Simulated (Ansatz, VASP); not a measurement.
# Cross-check of Ge (Germanium) between VASP and Ansatz

Aim: how closely do two programs agree when they are given the same cell, functional and k mesh?

Program: Ansatz 0.2.0. Level of theory: plane waves, with VASP 6.6.1 beside it; band structure at PBE. Results are calculated unless marked as measured.

### Step 1. The structure

It takes space group Fd-3m (No. 227, cubic). The conventional cell has a = 5.658 Å, b = 5.658 Å, c = 5.658 Å, α = 90.00°, β = 90.00°, γ = 90.00°. Nearest to Ge lie 4 Ge at 2.45 Å.

### Step 2. VASP: band structure, PBE

The same path points are solved in both programs, so levels can be compared one by one.

Lines of VASP's logs that name or quote its potential files are left out, and so is its time.

Input file INCAR:

```
SYSTEM = Ge
PREC = Accurate
ENCUT = 400
EDIFF = 1E-08
NELM = 100
ISMEAR = 0
SIGMA = 0.01
LREAL = .FALSE.
ALGO = Normal
GGA = PE
NBANDS = 20
LORBIT = 11
LWAVE = .TRUE.
LCHARG = .FALSE.
KPAR = 8
```

Input file POSCAR:

```
Ge
1.0
    0.0000000000      2.8289100000      2.8289100000
    2.8289100000      0.0000000000      2.8289100000
    2.8289100000      2.8289100000      0.0000000000
Ge
2
Direct
    0.0000000000      0.0000000000      0.0000000000
    0.2500000000      0.2500000000      0.2500000000
```

Input file KPOINTS:

```
Automatic mesh
0
Gamma
4 4 4
0 0 0
```

Input file KPOINTS_OPT:

```
Line mode
12
Line-mode
Reciprocal
  0.00000000   0.00000000   0.00000000 GAMMA
  0.50000000   0.00000000   0.50000000 X

  0.50000000   0.00000000   0.50000000 X
  0.50000000   0.25000000   0.75000000 W

  0.50000000   0.25000000   0.75000000 W
  0.37500000   0.37500000   0.75000000 K

  0.37500000   0.37500000   0.75000000 K
  0.00000000   0.00000000   0.00000000 GAMMA

  0.00000000   0.00000000   0.00000000 GAMMA
  0.50000000   0.50000000   0.50000000 L

  0.50000000   0.50000000   0.50000000 L
  0.62500000   0.25000000   0.62500000 U

  0.62500000   0.25000000   0.62500000 U
  0.50000000   0.25000000   0.75000000 W

  0.50000000   0.25000000   0.75000000 W
  0.50000000   0.50000000   0.50000000 L

  0.50000000   0.50000000   0.50000000 L
  0.37500000   0.37500000   0.75000000 K

  0.62500000   0.25000000   0.62500000 U
  0.50000000   0.00000000   0.50000000 X
```

The projector-augmented-wave data sets are Ge_d_GW (PBE family, release 64).

Run with:

```sh
mpirun -np 8 vasp_std
```

Numbers of over 12 decimals in the logs are rounded to 6 here.

Output:

```text
[banner, memory and clock lines left out]
running    8 mpi-ranks, on    1 nodes
 distrk:  each k-point on    1 cores,    8 groups
 distr:  one band on    1 cores,    1 groups

 POSCAR found type information on POSCAR Ge
 POSCAR found :  1 types and       2 ions
|                                                                             |
|           W    W    AA    RRRRR   N    N  II  N    N   GGGG   !!!           |
|           W    W   A  A   R    R  NN   N  II  NN   N  G    G  !!!           |
|           W    W  A    A  R    R  N N  N  II  N N  N  G       !!!           |
|           W WW W  AAAAAA  RRRRR   N  N N  II  N  N N  G  GGG   !            |
|           WW  WW  A    A  R   R   N   NN  II  N   NN  G    G                |
|           W    W  A    A  R    R  N    N  II  N    N   GGGG   !!!           |
|                                                                             |
|     For optimal performance we recommend to set                             |
|       NCORE = 2 up to number-of-cores-per-socket                            |
|     NCORE specifies how many cores store one orbital (NPAR=cpu/NCORE).      |
|     This setting can greatly improve the performance of VASP for DFT.       |
|     The default, NCORE=1 might be grossly inefficient on modern             |
|     multi-core architectures or massively parallel machines. Do your        |
|     Unfortunately you need to use the default for GW and RPA                |
|     calculations (for HF NCORE is supported but not extensively tested      |
|     yet).                                                                   |
|                                                                             |

 LDA part: xc-table for (Slater+PW92), standard interpolation
 POSCAR, INCAR and KPOINTS ok, starting setup
 FFT: planning ... GRIDC
 FFT: planning ... GRID_SOFT
 FFT: planning ... GRID
 WAVECAR not read
 entering main loop
       N       E                     dE             d eps       ncg     rms          rms(c)
DAV:   1     0.223690220070E+03    0.22369E+03   -0.14417E+04   328   0.297E+03
DAV:   2     0.269614344021E+02   -0.19673E+03   -0.19339E+03   328   0.521E+02
DAV:   3    -0.674819856606E+01   -0.33710E+02   -0.33547E+02   372   0.167E+02
DAV:   4    -0.871381442424E+01   -0.19656E+01   -0.19646E+01   380   0.552E+01
DAV:   5    -0.882127694804E+01   -0.10746E+00   -0.10746E+00   428   0.129E+01    0.351E+00
DAV:   6    -0.875305340478E+01    0.68224E-01   -0.66251E-02   420   0.321E+00    0.208E+00
DAV:   7    -0.871734434509E+01    0.35709E-01   -0.66279E-02   360   0.333E+00    0.165E-01
DAV:   8    -0.871890337330E+01   -0.15590E-02   -0.73742E-03   404   0.158E+00    0.684E-02
DAV:   9    -0.871935900971E+01   -0.45564E-03   -0.40239E-04   368   0.300E-01    0.345E-02
DAV:  10    -0.871952179114E+01   -0.16278E-03   -0.24699E-04   344   0.158E-01    0.535E-03
DAV:  11    -0.871952609628E+01   -0.43051E-05   -0.88730E-06   388   0.378E-02    0.113E-03
DAV:  12    -0.871952643314E+01   -0.33687E-06   -0.53963E-07   376   0.123E-02    0.260E-04
DAV:  13    -0.871952630759E+01    0.12555E-06   -0.27031E-08   336   0.179E-03    0.156E-04
DAV:  14    -0.871952637002E+01   -0.62434E-07   -0.77206E-09   244   0.174E-03    0.290E-05
DAV:  15    -0.871952637297E+01   -0.29468E-08   -0.12343E-09   204   0.563E-04
   1 F= -.87195264E+01 E0= -.87195067E+01  d E =-.393703E-04
 Start KPOINTS_OPT (optional k-point list driver)
k-point batch [1-8\120]
       N       E                     dE             ncg
DAV:   1    -0.169618578557E+04   -0.37494E+04      328
DAV:   2    -0.326828611132E+04   -0.15721E+04      324
DAV:   3    -0.355507979811E+04   -0.28679E+03      380
DAV:   4    -0.357200242998E+04   -0.16923E+02      372
DAV:   5    -0.357284604694E+04   -0.84362E+00      464
DAV:   6    -0.357285457603E+04   -0.85291E-02      400
DAV:   7    -0.357285467215E+04   -0.96124E-04      440
DAV:   8    -0.357285467399E+04   -0.18451E-05      416
DAV:   9    -0.357285467404E+04   -0.41818E-07      344
DAV:  10    -0.357285467404E+04   -0.17526E-08      236
[...]
k-point batch [113-120\120]
       N       E                     dE             ncg
DAV:   1    -0.183619030478E+04   -0.92198E+04      324
DAV:   2    -0.339820973838E+04   -0.15620E+04      324
DAV:   3    -0.366274700987E+04   -0.26454E+03      380
DAV:   4    -0.367689103999E+04   -0.14144E+02      376
DAV:   5    -0.367763859384E+04   -0.74755E+00      392
DAV:   6    -0.367767236467E+04   -0.33771E-01      380
DAV:   7    -0.367767451520E+04   -0.21505E-02      400
DAV:   8    -0.367767463904E+04   -0.12383E-03      404
DAV:   9    -0.367767464313E+04   -0.40886E-05      356
DAV:  10    -0.367767464340E+04   -0.27124E-06      316
DAV:  11    -0.367767464342E+04   -0.18316E-07      300
DAV:  12    -0.367767464342E+04   -0.11582E-08      244
 writing wavefunctions
```

OUTCAR, selected parts (step 2):

```text
ion  position               nearest neighbor table
   1  0.000  0.000  0.000-   2 2.45   2 2.45   2 2.45   2 2.45
   2  0.250  0.250  0.250-   1 2.45   1 2.45   1 2.45   1 2.45

  LATTYP: Found a face centered cubic cell.
 ALAT       =     5.6578200000

 Subroutine GETGRP returns: Found 48 space group operations
 (whereof 24 operations were pure point group operations)

The static configuration has the point symmetry T_d .
 The point group associated with its full space group is O_h .

 Found      8 irreducible k-points:

   k-points           NKPTS =      8   k-points in BZ     NKDIM =      8   number of bands    NBANDS=     20

   dimension x,y,z NGX =    28 NGY =   28 NGZ =   28
   dimension x,y,z NGXF=    56 NGYF=   56 NGZF=   56

   ENCUT  =  400.0 eV  29.40 Ry    5.42 a.u.   6.52  6.52  6.52*2*pi/ulx,y,z

   NELECT =      28.0000    total number of electrons

 k-points in reciprocal lattice and weights: Automatic mesh
   0.00000000  0.00000000  0.00000000       0.016
   0.25000000  0.00000000  0.00000000       0.125
   0.50000000  0.00000000  0.00000000       0.062
   0.25000000  0.25000000  0.00000000       0.094
   0.50000000  0.25000000  0.00000000       0.375
  -0.25000000  0.25000000  0.00000000       0.188
   0.50000000  0.50000000  0.00000000       0.047
  -0.25000000  0.50000000  0.25000000       0.094

 average (electrostatic) potential at core
       1 -31.7674       2 -31.7674

 E-fermi :   2.9881

 k-point     1 :       0.0000    0.0000    0.0000
  band No.  band energies     occupation
    ...
     10     -21.6296      2.00000
     11      -9.8110      2.00000
     12       2.9723      1.97517
     13       2.9723      1.97508
     14       2.9723      1.97508
     15       3.0007      0.07467
     16       5.5059      0.00000
     17       5.5059      0.00000
     18       5.5059      0.00000
     19       9.4127      0.00000
    ...

 k-point     2 :       0.2500    0.0000    0.0000
  band No.  band energies     occupation
    ...
     10     -21.6086      2.00000
     11      -9.0691      2.00000
     12      -1.7542      2.00000
     13       2.0818      2.00000
     14       2.0818      2.00000
     15       3.6372      0.00000
     16       6.5939      0.00000
     17       6.5940      0.00000
     18       8.6104      0.00000
     19      10.9997      0.00000
    ...

 k-point     3 :       0.5000    0.0000    0.0000
  band No.  band energies     occupation
    ...
     10     -21.6016      2.00000
     11      -7.7212      2.00000
     12      -4.6406      2.00000
     13       1.5553      2.00000
     14       1.5553      2.00000
     15       3.1516      0.00000
     16       6.7088      0.00000
     17       6.7088      0.00000
     18      10.1054      0.00000
     19      13.5568      0.00000
    ...

  Total        0.9344794      0.9344794      0.9344794     -0.0000000      0.0000000     -0.0000000
  in kB       33.0668571     33.0668571     33.0668571     -0.0000000      0.0000000     -0.0000000
  external PRESSURE =      33.0668571 kB  Pullay stress =       0.0000000 kB

  energy-cutoff  :      400.00
  volume of cell :       45.28
      direct lattice vectors                 reciprocal lattice vectors
     0.000000000  2.828910000  2.828910000    -0.176746521  0.176746521  0.176746521
     2.828910000  0.000000000  2.828910000     0.176746521 -0.176746521  0.176746521
     2.828910000  2.828910000  0.000000000     0.176746521  0.176746521 -0.176746521

 POSITION                                       TOTAL-FORCE (eV/Angst)
 -----------------------------------------------------------------------------------
      0.00000      0.00000      0.00000         0.000000      0.000000      0.000000
      1.41446      1.41446      1.41446        -0.000000     -0.000000     -0.000000
 -----------------------------------------------------------------------------------
    total drift:                                0.000000      0.000000      0.000000

  FREE ENERGIE OF THE ION-ELECTRON SYSTEM (eV)
  ---------------------------------------------------
  free  energy   TOTEN  =        -8.7195263730 eV

  energy  without entropy=       -8.7194870027  energy(sigma->0) =       -8.71950669

 total charge
# of ion       s       p       d       tot
------------------------------------------
    1        1.074   1.254   9.974  12.302
    2        1.074   1.254   9.974  12.302
--------------------------------------------------
tot          2.147   2.508  19.949  24.604

[... 3 further parts left out ...]
```

The run ends at a pressure of 3.31 GPa.

### Step 3. Ansatz: band structure, PBE

Ansatz runs on its default PAW (the set named soft_2) files.

The same cell, functional, mesh and smearing now go to Ansatz, which takes its cutoff from its data sets.

Input file input.yaml:

```yaml
crystal:
  lattice:
    - [0.0, 2.82891, 2.82891]
    - [2.82891, 0.0, 2.82891]
    - [2.82891, 2.82891, 0.0]
  atoms:
    - { symbol: Ge, position: [0.0, 0.0, 0.0] }
    - { symbol: Ge, position: [0.25, 0.25, 0.25] }
hamiltonian:
  xc: pbe
  pseudopotentials: { kind: paw }
kpoints:
  mp_grid: { grid: [4, 4, 4] }
  band_path:
    path:
      - [0.0, 0.0, 0.0]
      - [0.18182, 0.0, 0.18182]
      - [0.36364, 0.0, 0.36364]
      - [0.5, 0.0, 0.5]
      - [0.5, 0.09091, 0.59091]
      - [0.5, 0.18182, 0.68182]
      - [0.5, 0.25, 0.75]
      - [0.45455, 0.29545, 0.75]
      - [0.40909, 0.34091, 0.75]
      - [0.375, 0.375, 0.75]
      - [0.20455, 0.20455, 0.40909]
      - [0.06818, 0.06818, 0.13636]
      - [0.04545, 0.04545, 0.04545]
      - [0.22727, 0.22727, 0.22727]
      - [0.40909, 0.40909, 0.40909]
      - [0.51136, 0.47727, 0.51136]
      - [0.55682, 0.38636, 0.55682]
      - [0.60227, 0.29545, 0.60227]
      - [0.61364, 0.25, 0.63636]
      - [0.56818, 0.25, 0.68182]
      - [0.51136, 0.25, 0.73864]
      - [0.5, 0.29545, 0.70455]
      - [0.5, 0.38636, 0.61364]
      - [0.5, 0.47727, 0.52273]
      - [0.47727, 0.47727, 0.54545]
      - [0.43182, 0.43182, 0.63636]
      - [0.38636, 0.38636, 0.72727]
      - [0.60227, 0.20455, 0.60227]
      - [0.55682, 0.11364, 0.55682]
      - [0.5, 0.0, 0.5]
    npoints: 1
scf:
  occupations: { method: gaussian, width: 0.01 }
  n_extra_bands: 7
output:
  forces: true
  stress: true
  eigenvalues: true
  write_density: true
  write_potential: true
  elf: true
  volumetric_format: npy
```

Run with:

```sh
ansatz run input.yaml --threads 2 --pin off --max-ram 4608MiB --backend cpu --events-out ev --progress --plain --runs-dir out
```

Output:

```text
scf.n_extra_bands = 7 over 14 filled bands (N_el = 28.0): the run solves 21 bands
Engine: ansatz 0.2.0, aarch64-unknown-linux-gnu
Pseudopotentials: kind: paw
Pseudopotential: Ge, paw, valence charge 14, recommended cutoff 420 eV (normal), Ge.paw.azcp
Functional definition: PBE
  parameter kappa = 0.804
  parameter beta = 0.066725
  exchange = pbe_x(kappa = kappa, mu = beta*pi^2/3)
  correlation = pbe_c(beta = beta)
Crystal: 2 atoms, lattice volume = 45.278 Å³
Basis set: ecut = 420 eV, 893 PW (Γ), exchange–correlation on 54×54×54 points (8 copies of the dense FFT grid, shifted against one another)
Bands: 21, of which v1, the nominal top of the filled ones, is band 14 counted from 1 (13 counted from 0)
Symmetry: 48 space group operations
Space group: Fd-3m (ITA 227), of the structure as read, at distance tolerance 3.6e-5 Å
k-points: 8 of 64
Non-local potential: Ge, projectors of the file, l = 0: 2, l = 1: 2, l = 2: 3, l = 3: 1
PAW form: soft (Blöchl's): semilocal exchange-correlation on the pseudo side does not see the compensation charge
PAW one-centre angular grid: Ge, 590 points (default); XC on 64 Gauss nodes
Initial density: superposition of atomic densities (neutral atoms: chi_scale 0, normalization atom), corrected by the library's trained network
Initial wavefunctions: pseudopotential atomic-orbital guess
Functional: x = pbe(κ = 0.804, μ = 0.219515), c = pbe(β = 0.066725)
SCF iter   1: F=—  HF=-8589.680119 eV  |F-HF|=—  |Δ(HF+E_count)|=         —  Δρ=2.24e-3  dr2=1.54e-3  ethr=1.77e-3  ⟨swp⟩=6.0  Hψ=776  notcnv=0
preconditioner: auto → none  [insulator: Δε(μ)=0.032 eV  Ē_g=26.014 eV  σ=0.010 eV  W_gap=0.98  n_scr=14 (ndim 8)  ℏωp=29.2 eV  f_vac=0.080  D(μ)=0.43/eV (n_scr^D=0)  ε∞_Penn≈2.3]
SCF iter   2: F=—  HF=-8589.679540 eV  |F-HF|=—  |Δ(HF+E_count)|=   5.78e-4  Δρ=8.62e-4  dr2=2.77e-4  ethr=5.50e-6  ⟨swp⟩=2.0  Hψ=380  notcnv=0  defer=20
SCF iter   3: F=—  HF=-8589.679408 eV  |F-HF|=—  |Δ(HF+E_count)|=   1.33e-4  Δρ=4.44e-4  dr2=5.71e-5  ethr=9.91e-7  ⟨swp⟩=2.0  Hψ=296  notcnv=0  defer=20
SCF iter   4: F=—  HF=-8589.679400 eV  |F-HF|=—  |Δ(HF+E_count)|=   7.95e-6  Δρ=1.37e-4  dr2=2.93e-6  ethr=2.04e-7  ⟨swp⟩=2.0  Hψ=179  notcnv=0  defer=20
iter 5 did not close the SCF: its close was put off for the readings that it lacked (scf_convergence_deferred on its scf_iter line)
SCF iter   5: F=-8589.679396 eV  HF=-8589.679395 eV  |F-HF|=3.00e-8  |Δ(HF+E_count)|=   4.14e-6  Δρ=2.11e-5  dr2=6.07e-8  ethr=1.05e-8  ⟨swp⟩=2.0  Hψ=260  notcnv=0  defer=20
SCF iter   6: F=-8589.679396 eV  HF=-8589.679396 eV  |F-HF|=2.59e-9  |Δ(HF+E_count)|=   4.90e-8  Δρ=2.91e-6  dr2=1.79e-9  ethr=2.17e-10  ⟨swp⟩=8.4  Hψ=1000  notcnv=0
SCF 1 converged in 6 iterations: F = -8589.679396 eV  dr2 = 1.79e-9
  greatest PAW one-centre occupation: 0.998 electrons in one spin orbital (limit 2), on the Ge atom at site 1 (counted from 0), in its partial waves of l = 2
NSCF: frozen V_eff on 30 k-points
SCF converged after 6 iterations
Free energy (F): -8589.679396 eV
Harris-Foulkes:  -8589.679396 eV  (|F-HF|=2.59e-9)
Internal energy: -8589.679380 eV  (E = F + TS)
E sigma→0 (E₀):  -8589.679388 eV
Entropy (-TS):   -0.000016 eV (-0.008 meV/atom)
Fermi energy:    8.637090 eV
--- Per-component energies (eV) ---
  E_band       = -296.756285
  E_kinetic    = 223.760583
  E_local      = -4943.458627  (includes V_loc(G=0)·N_el)
  E_nonlocal   = 838.242196
  E_hartree    = 2171.184502
  E_xc         = -151.194171
  E_vxc        = -129.348614  (∫ρ·V_xc dr)
  E_paw        = -4041.079873  (= ΣΔE_a)
  E_vpaw       = -628.318604  (= ΣTr[D̂ρ^β])
  E_aug_tail   = 0.000717  (compensation charges beyond the density's cutoff)
  E_ewald      = -2687.134708
  E_smearing   = -0.000016  (= −TS)
  E_closure    = -0.000000  (closes the sum)
  Σ components = -8589.679396   (vs F -8589.679396, Δ=0.00e0)
--- Forces (eV/Å), atoms counted from 1 ---
  atom   1  Ge     0.00000000    -0.00000000     0.00000000
  atom   2  Ge     0.00000000    -0.00000000     0.00000000
  max |Σ_I F_I| component: 2.22e-16 eV/Å
--- Stress (GPa, compression-positive) ---
        3.639770      -0.000000      -0.000000
       -0.000000       3.639770       0.000000
       -0.000000      -0.000000       3.639770
  P = ⅓ Tr σ = 3.6398 GPa (36.398 kbar)
--- Band table (eV; the first three rows and the last of 8) ---
  k-point 0: bands = [... 10 lower, -4.1585, 8.6185, 8.6185, 8.6185, 8.6528, 11.1504, 11.1504, 11.1504, ... 3 higher]
  k-point 1: bands = [... 10 lower, -3.4156, 3.8995, 7.7321, 7.7321, 9.2842, 12.2319, 12.2319, 14.2555, ... 3 higher]
  k-point 2: bands = [... 10 lower, -2.0672, 1.0169, 7.2085, 7.2085, 8.7964, 12.3421, 12.3421, 15.7511, ... 3 higher]
  k-point 7: bands = [... 10 lower, -0.1715, -0.1715, 4.7068, 4.7068, 12.9288, 12.9288, 13.3296, 13.3296, ... 3 higher]
```

Wall time 0.91 s (2 threads of Arm Neoverse V2, shared host); peak memory 0.27 GiB; 1.3 s of CPU time.

In the SCF lines HF is the Harris–Foulkes energy and dr2 the Hartree energy of the density residual, in eV; the loop may stop once dr2 is under the threshold and the program's other checks hold. Hψ counts applications of the Hamiltonian.

### Step 4. Comparison

Known differences besides the potentials themselves: the cutoff is 420 eV in Ansatz and 400 eV in VASP; VASP leaves aspherical gradient terms in its spheres out (LASPH is not set), Ansatz keeps them. Total energies have different zeros and are not compared.

The two programs side by side:

```csv
quantity,Ansatz,VASP,difference
gap over the path points (eV),0.034,0.028,+0.006
```

Levels at points of the path, from each program's valence-band top (eV; 4 filled, then empty):

| k (reciprocal lattice) | Ansatz | VASP |
| --- | --- | --- |
| 0.000 0.000 0.000 | -12.78 0.00 0.00 0.00 0.03 2.53 2.53 | -12.78 0.00 0.00 0.00 0.03 2.53 2.53 |
| 0.182 0.000 0.182 | -12.24 -3.46 -1.44 -1.44 1.45 2.85 4.64 | -12.25 -3.46 -1.45 -1.45 1.46 2.84 4.65 |
| 0.364 0.000 0.364 | -10.67 -6.72 -2.77 -2.77 0.59 1.67 7.84 | -10.68 -6.73 -2.78 -2.78 0.59 1.67 7.85 |
| 0.500 0.000 0.500 | -8.89 -8.89 -3.08 -3.08 0.74 0.74 9.50 | -8.90 -8.90 -3.09 -3.09 0.75 0.75 9.49 |
| 0.500 0.091 0.591 | -8.86 -8.86 -3.37 -3.37 1.41 1.41 8.39 | -8.87 -8.87 -3.38 -3.38 1.42 1.42 8.39 |
| 0.500 0.182 0.682 | -8.81 -8.81 -3.79 -3.79 2.99 2.99 6.18 | -8.82 -8.82 -3.80 -3.80 3.00 3.00 6.20 |
| 0.500 0.250 0.750 | -8.79 -8.79 -3.91 -3.91 4.31 4.31 4.71 | -8.80 -8.80 -3.92 -3.92 4.32 4.32 4.73 |
| 0.455 0.295 0.750 | -9.13 -8.47 -4.16 -3.45 2.78 4.24 5.60 | -9.14 -8.48 -4.17 -3.46 2.79 4.25 5.61 |
| 0.409 0.341 0.750 | -9.32 -8.33 -4.31 -2.85 1.51 4.11 6.74 | -9.32 -8.34 -4.32 -2.87 1.52 4.12 6.75 |
| 0.375 0.375 0.750 | -9.36 -8.30 -4.34 -2.64 1.15 4.08 7.21 | -9.37 -8.31 -4.35 -2.65 1.16 4.08 7.21 |

Among the levels compared at these points, filled levels agree within 11 meV and empty ones within 17 meV. Not compared: the pressure (VASP's GW data sets at this cutoff don't carry it).

### Step 5. Other set-ups

Further runs change the set-up of one program: Ansatz's method, potentials or start, or VASP's data sets, cutoff or form of LDA. The table gives Ansatz less VASP for each quantity, since a change that brings one quantity closer may part another.

```csv
run,gap over the path points (eV)
as above,0.0059
Ansatz's all-electron LAPW method,0.013
```

### Step 6. Outcome

```
difference in gap over the path points (band structure, PBE) : 0.0059 eV
```

What this shows: The difference in gap over the path points is 0.0059 eV (band structure, PBE), within the 0.08 eV picked in this series as the mark of a large difference. Band structure, PBE, Ansatz's all-electron LAPW method: the difference in gap over the path points goes from 0.0059 to 0.013 eV. How closely two codes agree says nothing of how well the functional describes the real material.

[Lines on the potential files, build, host, timing and source positions are cut from VASP's logs without a mark.]

[Logs are printed without paths, hosts, clocks, repeated set-up lines and the standing remarks that a program may print on its own settings, such as how far it seeks lower states.]

[Hosts, paths, dates, database ids (printed as entryN), source tags and the programs' standing remarks are cut or masked in the printed files.]
